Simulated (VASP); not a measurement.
# A first-principles U for LaFe2P2, part 2 of 4

Wanted: U by linear response. The start is a computed cell from the Materials Project.

VASP 6.6.1, plane waves and PAW; the level of theory is named at each step.

So far: The structure; Ground state.

## Step 3: Shifted potential, frozen density, alpha -0.2

This step: PBEsol, with a shift of one shell's potential, spin-polarised from a ferromagnetic start; plane waves and PAW (Fe, Fe, La, P) (VASP 6.6.1).

With the density held, the shell's charge shows the bare response.

File INCAR:

```
SYSTEM = LaFe2P2
PREC = Accurate
ENCUT = 350
EDIFF = 1E-06
NELM = 150
ISMEAR = 0
SIGMA = 0.05
LREAL = .FALSE.
ALGO = Normal
GGA = PS
NBANDS = 52
ISPIN = 2
MAGMOM = 3 3 3 3 0 0 0 0 0 0
LASPH = .TRUE.
LMAXMIX = 4
AMIX = 0.2
BMIX = 1E-04
AMIX_MAG = 0.8
BMIX_MAG = 1E-04
LORBIT = 11
LWAVE = .FALSE.
LCHARG = .FALSE.
KPAR = 4
LDAU = .TRUE.
LDAUTYPE = 3
LDAUL = 2 -1 -1 -1
LDAUU = -0.2 0 0 0
LDAUJ = -0.2 0 0 0
ICHARG = 11
```

File POSCAR:

```
LaFe2P2
1.0
   -1.8928825844      1.8928825844      5.5100156407
    3.7857651688     -3.7857651688     11.0200312814
    1.8928825844      1.8928825844     -5.5100156407
Fe Fe La P
1 3 2 4
Direct
    0.2500000000      0.3750000000      0.5000000000
    0.2500000000      0.8750000000      0.5000000000
    0.7500000000      0.1250000000      0.5000000000
    0.7500000000      0.6250000000      0.5000000000
    0.0000000000      0.0000000000      0.0000000000
    0.0000000000      0.5000000000      0.0000000000
    0.3477425600      0.1738712800      0.0000000000
    0.3477425600      0.6738712800      0.0000000000
    0.6522574400      0.3261287200      0.0000000000
    0.6522574400      0.8261287200      0.0000000000
```

File KPOINTS:

```
Automatic mesh
0
Gamma
6 6 6
0 0 0
```

The projector-augmented-wave data sets are Fe, Fe, La and P (PBE family, release 64).

The run starts from files that an earlier step left in the folder.

Command:

```bash
$ mpirun -np 4 vasp_std
```

Log:

```text
[banner, memory and clock lines left out]
running    4 mpi-ranks, on    1 nodes
 distrk:  each k-point on    1 cores,    4 groups
 distr:  one band on    1 cores,    1 groups

 POSCAR found type information on POSCAR FeFeLaP
 POSCAR found :  4 types and      10 ions
 [... a notice as in an earlier step ...]

 LDA part: xc-table for (Slater+PW92), standard interpolation
 found WAVECAR, reading the header
 WARNING: stress and forces are not correct
 POSCAR, INCAR and KPOINTS ok, starting setup
 FFT: planning ... GRIDC
 FFT: planning ... GRID_SOFT
 FFT: planning ... GRID
 reading WAVECAR
 the WAVECAR file was read successfully
 charge density read from file: CHGCAR, LaFe2P2
magnetization read from file: component  1
 entering main loop
       N       E                     dE             d eps       ncg     rms          rms(c)
DAV:   1    -0.789517041148E+02   -0.78952E+02   -0.92866E-02 24144   0.190E+00
DAV:   2    -0.789524317324E+02   -0.72762E-03   -0.72761E-03 18432   0.526E-01
DAV:   3    -0.789524712255E+02   -0.39493E-04   -0.39493E-04 23488   0.112E-01
DAV:   4    -0.789524723482E+02   -0.11227E-05   -0.11235E-05 20528   0.178E-02
DAV:   5    -0.789524724018E+02   -0.53549E-07   -0.52981E-07 12416   0.607E-03
   1 F= -.78952472E+02 E0= -.78947794E+02  d E =-.935766E-02  mag=    -0.0005
```

Run time: 3.1 min. Hardware: 4 MPI ranks of AMD EPYC 7R43, shared host; peak memory 3 GiB; 12 min of CPU time.

OUTCAR, selected parts (step 3):

```text
The static configuration has the point symmetry C_1h.

 Found     68 irreducible k-points:

   NELECT =      74.0000    total number of electrons

 E-fermi :   8.9332

 spin component 1
 k-point     1 :       0.0000    0.0000    0.0000
  band No.  band energies     occupation
    ...
     33       7.9346      1.00000
     34       8.0285      1.00000
     35       8.6155      1.00000
     36       8.6170      1.00000
     37       8.6806      1.00000
     38       9.5158      0.00000
     39       9.5651      0.00000
     40       9.6537      0.00000
     41       9.9340      0.00000
     42      10.6059      0.00000
    ...

 k-point     2 :       0.1667    0.0000    0.0000
  band No.  band energies     occupation
    ...
     33       8.1092      1.00000
     34       8.1910      1.00000
     35       8.4153      1.00000
     36       8.4733      1.00000
     37       8.6813      1.00000
     38       9.0668      0.00008
     39       9.6205      0.00000
     40       9.6586      0.00000
     41      10.0045      0.00000
     42      10.1811      0.00000
    ...

 k-point     3 :       0.3333    0.0000    0.0000
  band No.  band energies     occupation
    ...
     34       8.0539      1.00000
     35       8.1350      1.00000
     36       8.2969      1.00000
     37       8.7088      1.00000
     38       8.8310      0.99808
     39       8.9360      0.46825
     40       9.7138      0.00000
     41       9.8979      0.00000
     42       9.9378      0.00000
     43      10.3041      0.00000
    ...

 k-point     4 :       0.5000    0.0000    0.0000
  band No.  band energies     occupation
    ...
     34       7.9092      1.00000
     35       8.0660      1.00000
     36       8.3598      1.00000
     37       8.3644      1.00000
     38       8.4512      1.00000
     39       9.5505      0.00000
     40       9.6496      0.00000
     41       9.7718      0.00000
     42       9.8643      0.00000
     43       9.9349      0.00000
    ...

  Total       -5.9372502     -5.6639687     -7.1706368      0.0000000      0.0000000     -0.0240423
  in kB      -60.2290153    -57.4567760    -72.7408112      0.0000000      0.0000000     -0.2438918
  external PRESSURE =     -63.4755342 kB  Pullay stress =       0.0000000 kB

 POSITION                                       TOTAL-FORCE (eV/Angst)
 -----------------------------------------------------------------------------------
      1.89288     -0.00000      2.75501        -0.004874      0.000000      0.028644
      3.78577     -1.89288      8.26502         0.000710      0.000000     -0.017276
     -0.00000      1.89288      2.75501        -0.161463     -0.000000     -0.005379
      1.89288      0.00000      8.26502         0.164531      0.000000     -0.002944
      0.00000      0.00000      0.00000        -0.056753     -0.000000     -0.088029
      1.89288     -1.89288      5.51002         0.055839     -0.000000      0.088804
      0.00000      0.00000      3.83213        -0.207293      0.000000      0.419315
      1.89288     -1.89288      9.34215         0.205586      0.000000      0.414148
      0.00000      0.00000      7.18790         0.001819     -0.000000     -0.557540
      1.89288     -1.89288     12.69791         0.001899      0.000000     -0.279743
 -----------------------------------------------------------------------------------
    total drift:                               -0.000019     -0.000000     -0.000588

  FREE ENERGIE OF THE ION-ELECTRON SYSTEM (eV)
  ---------------------------------------------------
  free  energy   TOTEN  =       -78.9524724018 eV

  energy  without entropy=      -78.9431147389  energy(sigma->0) =      -78.94779357

 total charge
# of ion       s       p       d       f       tot
--------------------------------------------------
    1        0.465   0.645   6.355   0.000   7.466
    2        0.466   0.647   6.635   0.000   7.748
    3        0.466   0.649   6.641   0.000   7.755
    4        0.466   0.648   6.642   0.000   7.756
    5        2.025   5.628   0.757   0.168   8.579
    6        2.025   5.628   0.757   0.168   8.579
    7        1.019   1.499   0.000   0.000   2.518
    8        1.019   1.499   0.000   0.000   2.518
    9        1.019   1.501   0.000   0.000   2.521
   10        1.019   1.496   0.000   0.000   2.515
--------------------------------------------------
tot          9.992  19.840  27.788   0.335  57.955

 magnetization (x)
# of ion       s       p       d       f       tot
--------------------------------------------------
    1        0.000  -0.000  -0.000   0.000  -0.000
    2        0.000  -0.000  -0.000   0.000  -0.000
    3        0.000  -0.000  -0.000   0.000  -0.000
    4        0.000  -0.000  -0.000   0.000  -0.000
    5       -0.000  -0.000  -0.000  -0.000  -0.000
    6       -0.000  -0.000  -0.000  -0.000  -0.000
    7        0.000   0.000   0.000   0.000   0.000
    8        0.000   0.000   0.000   0.000   0.000
    9        0.000   0.000   0.000   0.000   0.000
   10        0.000   0.000   0.000   0.000   0.000
--------------------------------------------------
tot          0.000   0.000  -0.000  -0.000  -0.000

[... 8 parts as in an earlier step ...]

[... 9 further parts left out ...]
```

This step gave:

| Item | Value |
| --- | --- |
| electronic cycles | 5 |
| free energy (TOTEN) | -78.9525 eV |
| energy at zero smearing | -78.9478 eV |
| Fermi energy | 8.933 eV |

Energy at zero smearing: -78.94779 eV.

## Step 4: Shifted potential, relaxed density, alpha -0.2

With self-consistency the other electrons screen the shift.

INCAR, as its differences from that of step 3:

```diff
@@ -28,2 +28 @@
 LDAUJ = -0.2 0 0 0
-ICHARG = 11
```

POSCAR is that of step 3.

KPOINTS is that of step 3.

Command:

```bash
$ mpirun -np 4 vasp_std
```

Log:

```text
[banner, memory and clock lines left out]
running    4 mpi-ranks, on    1 nodes
 distrk:  each k-point on    1 cores,    4 groups
 distr:  one band on    1 cores,    1 groups

 POSCAR found type information on POSCAR FeFeLaP
 POSCAR found :  4 types and      10 ions
 [... a notice as in an earlier step ...]

 LDA part: xc-table for (Slater+PW92), standard interpolation
 found WAVECAR, reading the header
 POSCAR, INCAR and KPOINTS ok, starting setup
 FFT: planning ... GRIDC
 FFT: planning ... GRID_SOFT
 FFT: planning ... GRID
 reading WAVECAR
 the WAVECAR file was read successfully
 initial charge from wavefunction
 entering main loop
       N       E                     dE             d eps       ncg     rms          rms(c)
DAV:   1    -0.789517753473E+02   -0.78952E+02   -0.93190E-02 24144   0.191E+00    0.174E+00
DAV:   2    -0.792448997496E+02   -0.29312E+00   -0.20547E+00 25592   0.133E+01    0.674E+00
DAV:   3    -0.789310327214E+02    0.31387E+00   -0.11318E+00 26592   0.117E+01    0.845E-01
DAV:   4    -0.789326744533E+02   -0.16417E-02   -0.79003E-02 25424   0.207E+00    0.312E-01
DAV:   5    -0.789325167841E+02    0.15767E-03   -0.60021E-03 25408   0.665E-01    0.182E-01
DAV:   6    -0.789325421833E+02   -0.25399E-04   -0.75474E-04 25160   0.186E-01    0.153E-01
DAV:   7    -0.789326559471E+02   -0.11376E-03   -0.89945E-04 27104   0.279E-01    0.178E-01
DAV:   8    -0.789325132449E+02    0.14270E-03   -0.94259E-04 27168   0.296E-01    0.663E-02
DAV:   9    -0.789324940424E+02    0.19202E-04   -0.10459E-04 22528   0.858E-02    0.224E-02
DAV:  10    -0.789324900207E+02    0.40216E-05   -0.35949E-05 23904   0.523E-02    0.103E-02
DAV:  11    -0.789324895286E+02    0.49214E-06   -0.51450E-06 17872   0.181E-02
   1 F= -.78932490E+02 E0= -.78927761E+02  d E =-.945762E-02  mag=     0.0000
```

The job ended after 7.3 min (4 MPI ranks; peak memory 3.1 GiB; 29 min of CPU time).

OUTCAR, selected parts (step 4):

```text
The static configuration has the point symmetry C_1h.

 Found     68 irreducible k-points:

   NELECT =      74.0000    total number of electrons

 E-fermi :   8.9174

 spin component 1
 k-point     1 :       0.0000    0.0000    0.0000
  band No.  band energies     occupation
    ...
     33       7.8812      1.00000
     34       8.0308      1.00000
     35       8.5870      1.00000
     36       8.5904      1.00000
     37       8.6510      1.00000
     38       9.4909      0.00000
     39       9.5431      0.00000
     40       9.6412      0.00000
     41       9.9248      0.00000
     42      10.5983      0.00000
    ...

 k-point     2 :       0.1667    0.0000    0.0000
  band No.  band energies     occupation
    ...
     33       8.0900      1.00000
     34       8.1696      1.00000
     35       8.3833      1.00000
     36       8.4451      1.00000
     37       8.6651      1.00000
     38       9.0500      0.00009
     39       9.5966      0.00000
     40       9.6430      0.00000
     41       9.9861      0.00000
     42      10.1619      0.00000
    ...

 k-point     3 :       0.3333    0.0000    0.0000
  band No.  band energies     occupation
    ...
     34       8.0170      1.00000
     35       8.1132      1.00000
     36       8.2660      1.00000
     37       8.6881      1.00000
     38       8.8154      0.99804
     39       8.9191      0.48029
     40       9.7028      0.00000
     41       9.8675      0.00000
     42       9.9066      0.00000
     43      10.2911      0.00000
    ...

 k-point     4 :       0.5000    0.0000    0.0000
  band No.  band energies     occupation
    ...
     34       7.8830      1.00000
     35       8.0569      1.00000
     36       8.3245      1.00000
     37       8.3263      1.00000
     38       8.4308      1.00000
     39       9.5416      0.00000
     40       9.6410      0.00000
     41       9.7369      0.00000
     42       9.8293      0.00000
     43       9.9247      0.00000
    ...

  Total       -2.2271032     -2.1246623     -2.9842204      0.0000000      0.0000000      0.0015563
  in kB      -22.5923162    -21.5531285    -30.2727105      0.0000000      0.0000000      0.0157873
  external PRESSURE =     -24.8060517 kB  Pullay stress =       0.0000000 kB

 POSITION                                       TOTAL-FORCE (eV/Angst)
 -----------------------------------------------------------------------------------
      1.89288     -0.00000      2.75501        -0.000539      0.000000      0.010311
      3.78577     -1.89288      8.26502        -0.001041      0.000000      0.001387
     -0.00000      1.89288      2.75501        -0.011259      0.000000     -0.006450
      1.89288      0.00000      8.26502         0.012743      0.000000     -0.004958
      0.00000      0.00000      0.00000        -0.000461      0.000000     -0.004753
      1.89288     -1.89288      5.51002         0.000638      0.000000      0.004140
      0.00000      0.00000      3.83213        -0.058436     -0.000000      0.365925
      1.89288     -1.89288      9.34215         0.056119     -0.000000      0.366051
      0.00000      0.00000      7.18790         0.000905     -0.000000     -0.405727
      1.89288     -1.89288     12.69791         0.001332      0.000000     -0.325926
 -----------------------------------------------------------------------------------
    total drift:                                0.000245      0.000000     -0.000493

  FREE ENERGIE OF THE ION-ELECTRON SYSTEM (eV)
  ---------------------------------------------------
  free  energy   TOTEN  =       -78.9324895286 eV

  energy  without entropy=      -78.9230319119  energy(sigma->0) =      -78.92776072

 total charge
# of ion       s       p       d       f       tot
--------------------------------------------------
    1        0.468   0.651   6.558   0.000   7.678
    2        0.465   0.645   6.599   0.000   7.710
    3        0.465   0.646   6.600   0.000   7.711
    4        0.465   0.646   6.600   0.000   7.711
    5        2.025   5.627   0.748   0.165   8.565
    6        2.025   5.627   0.748   0.165   8.566
    7        1.019   1.495   0.000   0.000   2.514
    8        1.019   1.495   0.000   0.000   2.514
    9        1.019   1.496   0.000   0.000   2.515
   10        1.019   1.494   0.000   0.000   2.513
--------------------------------------------------
tot          9.991  19.823  27.853   0.330  57.997

 magnetization (x)
# of ion       s       p       d       f       tot
--------------------------------------------------
    1       -0.000  -0.000   0.000   0.000   0.000
    2        0.000   0.000   0.000   0.000   0.000
    3        0.000   0.000   0.000   0.000   0.000
    4        0.000   0.000   0.000   0.000   0.000
    5        0.000   0.000  -0.000   0.000   0.000
    6       -0.000   0.000  -0.000   0.000  -0.000
    7        0.000  -0.000   0.000   0.000  -0.000
    8        0.000  -0.000   0.000   0.000   0.000
    9        0.000  -0.000   0.000   0.000   0.000
   10       -0.000  -0.000   0.000   0.000  -0.000
--------------------------------------------------
tot          0.000  -0.000   0.000   0.000   0.000

[... 8 parts as in an earlier step ...]

[... 6 further parts left out ...]
```

Numbers from this step:

| Property | Result |
| --- | --- |
| electronic cycles | 11 |
| free energy (TOTEN) | -78.9325 eV |
| energy at zero smearing | -78.9278 eV |
| Fermi energy | 8.917 eV |

Force by atom:

| atom | x (eV/Å) | y (eV/Å) | z (eV/Å) | size |
| --- | --- | --- | --- | --- |
| Fe1 | -0.001 | 0.000 | 0.010 | 0.010 |
| Fe2 | -0.001 | 0.000 | 0.001 | 0.002 |
| Fe3 | -0.011 | 0.000 | -0.006 | 0.013 |
| Fe4 | 0.013 | 0.000 | -0.005 | 0.014 |
| La5 | 0.000 | 0.000 | -0.005 | 0.005 |
| La6 | 0.001 | 0.000 | 0.004 | 0.004 |
| P7 | -0.058 | 0.000 | 0.366 | 0.371 |
| P8 | 0.056 | 0.000 | 0.366 | 0.370 |
| P9 | 0.001 | 0.000 | -0.406 | 0.406 |
| P10 | 0.001 | 0.000 | -0.326 | 0.326 |

Energy at zero smearing: -78.92776 eV.

The run ends at a pressure of -2.48 GPa, with forces up to 0.41 eV/Å.

## Step 5: Shifted potential, frozen density, alpha -0.1

INCAR, as its differences from that of step 4:

```diff
@@ -26,3 +26,4 @@
 LDAUL = 2 -1 -1 -1
-LDAUU = -0.2 0 0 0
-LDAUJ = -0.2 0 0 0
+LDAUU = -0.1 0 0 0
+LDAUJ = -0.1 0 0 0
+ICHARG = 11
```

POSCAR is that of step 4.

KPOINTS is that of step 4.

The WAVECAR or CHGCAR of an earlier step is read.

Command:

```bash
$ mpirun -np 4 vasp_std
```

Log:

```text
[... set-up lines as in an earlier step ...]
 entering main loop
       N       E                     dE             d eps       ncg     rms          rms(c)
DAV:   1    -0.795978133645E+02   -0.79598E+02   -0.23019E-02 24120   0.952E-01
DAV:   2    -0.795979965863E+02   -0.18322E-03   -0.18322E-03 17224   0.266E-01
DAV:   3    -0.795980061244E+02   -0.95382E-05   -0.95384E-05 23552   0.564E-02
DAV:   4    -0.795980063392E+02   -0.21471E-06   -0.21471E-06 14720   0.986E-03
   1 F= -.79598006E+02 E0= -.79593310E+02  d E =-.939215E-02  mag=    -0.0005
```

The job ended after 2.1 min (4 MPI ranks; peak memory 3 GiB).

OUTCAR, selected parts (step 5):

```text
   NELECT =      74.0000    total number of electrons

 E-fermi :   8.9196

 spin component 1
 k-point     1 :       0.0000    0.0000    0.0000
  band No.  band energies     occupation
    ...
     33       7.8940      1.00000
     34       8.0255      1.00000
     35       8.5946      1.00000
     36       8.5975      1.00000
     37       8.6581      1.00000
     38       9.4992      0.00000
     39       9.5451      0.00000
     40       9.6423      0.00000
     41       9.9251      0.00000
     42      10.5972      0.00000
    ...

 k-point     2 :       0.1667    0.0000    0.0000
  band No.  band energies     occupation
    ...
     33       8.0936      1.00000
     34       8.1734      1.00000
     35       8.3918      1.00000
     36       8.4523      1.00000
     37       8.6669      1.00000
     38       9.0530      0.00008
     39       9.6037      0.00000
     40       9.6449      0.00000
     41       9.9895      0.00000
     42      10.1660      0.00000
    ...

  Total       -4.2698267     -4.1289961     -5.2647295      0.0000000      0.0000000     -0.0058830
  in kB      -43.3142368    -41.8856136    -53.4067900      0.0000000      0.0000000     -0.0596788
  external PRESSURE =     -46.2022135 kB  Pullay stress =       0.0000000 kB

 POSITION                                       TOTAL-FORCE (eV/Angst)
 -----------------------------------------------------------------------------------
      1.89288     -0.00000      2.75501        -0.002522      0.000000      0.016901
      3.78577     -1.89288      8.26502        -0.000145      0.000000     -0.005613
     -0.00000      1.89288      2.75501        -0.079075      0.000000     -0.005857
      1.89288      0.00000      8.26502         0.081086      0.000000     -0.004333
      0.00000      0.00000      0.00000        -0.027185     -0.000000     -0.042701
      1.89288     -1.89288      5.51002         0.026690      0.000000      0.043292
      0.00000      0.00000      3.83213        -0.100836     -0.000000      0.371006
      1.89288     -1.89288      9.34215         0.098787      0.000000      0.368455
      0.00000      0.00000      7.18790         0.001555      0.000000     -0.437828
      1.89288     -1.89288     12.69791         0.001647      0.000000     -0.303322
 -----------------------------------------------------------------------------------
    total drift:                                0.000002     -0.000000     -0.000334

  FREE ENERGIE OF THE ION-ELECTRON SYSTEM (eV)
  ---------------------------------------------------
  free  energy   TOTEN  =       -79.5980063392 eV

  energy  without entropy=      -79.5886141887  energy(sigma->0) =      -79.59331026

[... 10 parts as in an earlier step ...]

[... 13 further parts left out ...]
```

Numbers from this step:

- electronic cycles: 4
- free energy (TOTEN): -79.5980 eV
- energy at zero smearing: -79.5933 eV
- Fermi energy: 8.920 eV

Energy at zero smearing: -79.59331 eV.

(Continued in part 3 of 4.)

[Lines on the potential files, build, host, timing and source positions are cut from VASP's logs without a mark.]

[Logs are printed without paths, hosts, clocks, repeated set-up lines and the standing remarks that a program may print on its own settings, such as how far it seeks lower states.]

[Hosts, paths, dates, database ids (printed as entryN), source tags and the programs' standing remarks are cut or masked in the printed files.]

[In band tables of VASP the shares of atoms and orbitals are scaled to a sum of 1 inside the atoms' spheres.]

[Runs that stopped without an error message from VASP are left out.]
